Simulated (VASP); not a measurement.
Given:

```
KBr
1.0
    0.00000     3.21962     3.21962
    3.21962     0.00000     3.21962
    3.21962     3.21962     0.00000
K Br
1 1
Cartesian
  0.00000   0.00000   0.00000
  3.21962   3.21962   3.21962
```

Calculation: optB86b-vdW, VASP's PBE PAW potentials (set 64) (plane waves; VASP). Run with 520 eV cut-off, 7×7×7 Γ-centred mesh, Gaussian smearing of 0.050 eV, potentials K_sv Br.

Problem. Give the stress tensor in GPa (positive for a compressed cell).

Solution. 
```
1.13  0.00  0.00
0.00  1.13  0.00
0.00  0.00  1.13
```
The pressure is its mean diagonal, 1.13 GPa.

The compound is KBr in the rock salt structure. This cell is one point of a volume scan, at 0.94 of the reference volume.
